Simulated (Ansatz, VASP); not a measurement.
B4Ru: VASP beside Ansatz

```xyz
5
Lattice="-2.3623 2.3623 2.3623 2.3623 -2.3623 2.3623 2.3623 2.3623 -2.3623" Properties=species:S:1:pos:R:3 pbc="T T T"
B     1.1812    1.1812    1.1812
B    -1.1812    1.1812    1.1812
B     1.1812    1.1812   -1.1812
B     1.1812   -1.1812    1.1812
Ru    0.0000    0.0000    0.0000
```

Change from the starting cell: species swapped into the Hg4Pt type (Im-3m, No. 229).

Alike in both runs: functional PBE; k mesh 12 × 12 × 12; occupations gaussian, width 0.1 eV; no spin polarisation.

Ansatz relaxed the structure, and its values are those at the end. VASP's run is a single point on that final structure, the one shown.

```csv
,VASP,Ansatz
version,VASP 6.6.1,Ansatz 0.2.0
potentials or method,"VASP PAW PBE potentials, release 64 (B, Ru_pv)","scalar-relativistic, plane waves, PAW"
plane-wave cutoff (eV),520,420
valence electrons in the cell,26,28
```

|  | VASP | Ansatz | Ansatz less VASP |
| --- | --- | --- | --- |
| gap on the k mesh at the Fermi level (eV) | none | none | - |
| pressure (GPa) | 0.0 | 0.0 | +0.03 |

A gap of «none» marks a metal or a gap that the smearing closes. The two sets of potentials don't hold the same shells in valence.
